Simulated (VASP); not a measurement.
Write the native input for VASP 6.6.1 that does the following.

```yaml
Task: Born charges and dielectric tensor
Functional: LDA
Potentials_or_basis: VASP PAW LDA potentials, release 64 (C)
Cutoff: 600 eV
k_mesh: 12 × 12 × 12
Occupations: gaussian, width 0.02 eV
Spin: no spin polarisation
Further_INCAR_settings: ALGO = Normal; EDIFF = 1e-08; IBRION = 8; NSW = 1
```

The structure of C lies in POSCAR:

```
C
1.0
    0.0000000000      1.7940800000      1.7940800000
    1.7940800000      0.0000000000      1.7940800000
    1.7940800000      1.7940800000      0.0000000000
C
2
Direct
    0.5000000000      0.5000000000      0.5000000000
    0.7500000000      0.7500000000      0.7500000000
```

This isn't the form of C at room conditions, which is graphite.

The input as run:

INCAR

```
ALGO = Normal
EDIFF = 1E-8
ENCUT = 600
IBRION = 8
ISIF = 2
ISMEAR = 0
LASPH = True
LCHARG = False
LEPSILON = True
LREAL = False
LWAVE = False
NELM = 100
NSW = 1
PREC = Accurate
SIGMA = 0.02
```

KPOINTS

```
k-points
0
Gamma
  12 12 12
```

Potentials or basis: VASP PAW LDA potentials, release 64 (C).

Launch:

```console
$ cat potpaw_LDA.64/C/POTCAR > POTCAR
$ mpirun -np 1 vasp_std > vasp.out
```

It gave:

* Band gap on the k mesh: 4.08 eV, indirect (least direct gap 5.49 eV)
* Electronic dielectric tensor (diagonal): 5.83
* Born charges (mean of the diagonal): C +0.00 e
* Highest phonon frequency at Γ: 1264 cm⁻¹

It took 81 s on 1 thread of Intel(R) Xeon(R) Platinum 8259CL CPU @ 2.50GHz (Skylake/Cascade Lake) (shared host), peak memory 0.19 GiB.
